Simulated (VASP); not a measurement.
OSZICAR of a VASP run on PtS₂ (1T layered):

**OSZICAR**
```
       N       E                     dE             d eps       ncg     rms          rms(c)
DAV:   1     0.897483889498E+02    0.89748E+02   -0.92224E+03  3492   0.106E+03
DAV:   2    -0.158613408999E+02   -0.10561E+03   -0.10369E+03  4294   0.220E+02
DAV:   3    -0.194861827926E+02   -0.36248E+01   -0.36119E+01  4217   0.452E+01
DAV:   4    -0.195193526384E+02   -0.33170E-01   -0.33164E-01  4252   0.473E+00
DAV:   5    -0.195198898813E+02   -0.53724E-03   -0.53723E-03  4238   0.569E-01    0.195E+01
DAV:   6    -0.184843737006E+02    0.10355E+01   -0.75497E+00  3349   0.280E+01    0.125E+01
DAV:   7    -0.182525772135E+02    0.23180E+00   -0.13414E+00  3356   0.127E+01    0.587E+00
DAV:   8    -0.182187976305E+02    0.33780E-01   -0.84929E-02  3839   0.225E+00    0.125E+00
DAV:   9    -0.182137767829E+02    0.50208E-02   -0.12006E-02  3993   0.120E+00    0.245E-01
DAV:  10    -0.182138071152E+02   -0.30332E-04   -0.15856E-03  4021   0.295E-01    0.879E-02
DAV:  11    -0.182138171897E+02   -0.10075E-04   -0.45515E-05  4203   0.630E-02    0.374E-02
DAV:  12    -0.182138103208E+02    0.68690E-05   -0.66020E-06  3937   0.276E-02    0.774E-03
DAV:  13    -0.182138100737E+02    0.24708E-06   -0.75550E-07  4014   0.711E-03    0.318E-03
DAV:  14    -0.182138101294E+02   -0.55683E-07   -0.43577E-08  2091   0.164E-03
   1 F= -.18213810E+02 E0= -.18213810E+02  d E =0.000000E+00
```

Q: Which electronic solver shows in the log?

A: It is blocked Davidson (ALGO = Normal, or the opening steps of other solvers). The INCAR had ALGO = Normal.

Q: Can the final energy be trusted as converged?

A: Self-consistency was reached. It stopped with EDIFF = 1E-7, NELM = 100 (LDA (Ceperley-Alder, Perdew-Zunger), plane waves, VASP's LDA PAW potentials (set 64)).

The compound is PtS2 in the 1T layered structure. It was relaxed first, which changed the volume by -9 %.
